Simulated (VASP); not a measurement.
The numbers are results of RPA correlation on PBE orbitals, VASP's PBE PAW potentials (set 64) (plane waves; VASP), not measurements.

A VASP calculation is set up with these files.

POSCAR:
```
BAs
1
    0.0000000000     2.4521060000     2.4521060000
    2.4521060000     0.0000000000     2.4521060000
    2.4521060000     2.4521060000     0.0000000000
B As
1 1
Direct
  0.0000000000   0.0000000000   0.0000000000
  0.2500000000   0.2500000000   0.2500000000
```

### INCAR
```
# general
SYSTEM  = BAs
PREC    = Normal
ENCUT   = 500
LREAL   = .FALSE.   # projection in real space or not
LASPH   = .TRUE.   # aspherical one-centre terms
NBANDS  = 754

# electronic loop
ALGO    = ACFDT

# smearing
ISMEAR  = 0   # Gaussian
SIGMA   = 0.01

# functional
GGA     = PE

# output
LWAVE   = .FALSE.
LCHARG  = .FALSE.

# other
NOMEGA  = 12
ENCUTGW = 300
```

File KPOINTS:
```
Automatic mesh
0
G
  4 4 4
```

POTCAR, in this order: B_GW As_GW (PBE.64 set). Program: vasp_std. Read from the step before: WAVECAR, WAVEDER.

Output

**OUTCAR**
```
 ion  position               nearest neighbor table
   1  0.000  0.000  0.000-   2 2.12   2 2.12   2 2.12   2 2.12
   2  0.250  0.250  0.250-   1 2.12   1 2.12   1 2.12   1 2.12
  LATTYP: Found a face centered cubic cell.
 ALAT       =     4.9042120000
 Subroutine PRICEL returns:
 Original cell was already a primitive cell.
 Subroutine GETGRP returns: Found 24 space group operations
The static configuration has the point symmetry T_d .
The dynamic configuration has the point symmetry T_d .
 Subroutine INISYM returns: Found 24 space group operations
 Subroutine IBZKPT returns following result:
 Found      8 irreducible k-points:

 Following reciprocal coordinates:
            Coordinates               Weight
  0.000000  0.000000  0.000000      1.000000
  0.250000  0.000000  0.000000      8.000000
  0.500000  0.000000  0.000000      4.000000
  0.250000  0.250000  0.000000      6.000000
  0.500000  0.250000  0.000000     24.000000
 -0.250000  0.250000  0.000000     12.000000
  0.500000  0.500000  0.000000      3.000000
 -0.250000  0.500000  0.250000      6.000000
 Subroutine IBZKPT_HF returns following result:
   k-points           NKPTS =      8   k-points in BZ     NKDIM =     64   number of bands    NBANDS=    754
   number of dos      NEDOS =    301   number of ions     NIONS =      2
   total plane-waves  NPLWV =   8000
   dimension x,y,z NGX =    20 NGY =   20 NGZ =   20
   dimension x,y,z NGXF=    40 NGYF=   40 NGZF=   40
   ions per type =               1   1
   PREC   = normal    normal or accurate (medium, high low for compatibility)
   ISTART =      1    job   : 0-new  1-cont  2-samecut
   ICHARG =      0    charge: 1-file 2-atom 10-const
   ISPIN  =      1    spin polarized calculation?
   LNONCOLLINEAR =      F non collinear calculations
   LSORBIT =      F    spin-orbit coupling
   INIWAV =      1    electr: 0-lowe 1-rand  2-diag
   ENCUT  =  500.0 eV  36.75 Ry    6.06 a.u.   6.32  6.32  6.32*2*pi/ulx,y,z
   NELM   =     60;   NELMIN=  2; NELMDL=  0     # of ELM steps
...
```

File OSZICAR:
```
energies w=
    0.000    0.361    0.000    1.178    0.000    2.314    0.000    4.108
    0.000    7.141    0.000   12.473    0.000   22.111    0.000   39.991
    0.000   74.138    0.000  142.048    0.000  288.921    0.000  711.689
NQ=   1    0.0000    0.0000    0.0000,
 performed       2297000 updates of chi_q(r,r)
NQ=   2    0.2500    0.0000    0.0000,
 performed       4594000 updates of chi_q(r,r)
NQ=   3    0.5000    0.0000    0.0000,
 performed       6891000 updates of chi_q(r,r)
NQ=   4    0.2500    0.2500    0.0000,
 performed       9188000 updates of chi_q(r,r)
NQ=   5    0.5000    0.2500    0.0000,
 performed      11485000 updates of chi_q(r,r)
NQ=   6   -0.2500    0.2500    0.0000,
 performed      13782000 updates of chi_q(r,r)
NQ=   7    0.5000    0.5000    0.0000,
 performed      16079000 updates of chi_q(r,r)
NQ=   8   -0.2500    0.5000    0.2500,
 performed      18376000 updates of chi_q(r,r)
```

### OUTCAR
```


      cutoff energy     smooth cutoff   RPA   correlation   Hartree contr. to MP2
---------------------------------------------------------------------------------
            300.000           240.000      -12.1327562335      -20.3061368087
            285.714           228.571      -12.1085421315      -20.2811938908
            272.109           217.687      -12.0824379676      -20.2542799501
            259.151           207.321      -12.0546999081      -20.2256508701
            246.811           197.449      -12.0250806721      -20.1950286720
            235.058           188.046      -11.9933132528      -20.1621183954
            223.865           179.092      -11.9597815788      -20.1273095778
            213.204           170.564      -11.9236506485      -20.0897264140
  linear regression
  converged value                          -12.4445574743      -20.6289617933
```
(Selected blocks of OUTCAR.)

The mesh is coarse, so the correlation energy is not converged in k-points.

The compound is BAs in the zinc blende structure. This cell is one point of a volume scan, at 1.08 of the reference volume. The k-mesh is coarse (spacing up to 0.55 per Å, 2π included), so the numbers may not be converged in it.
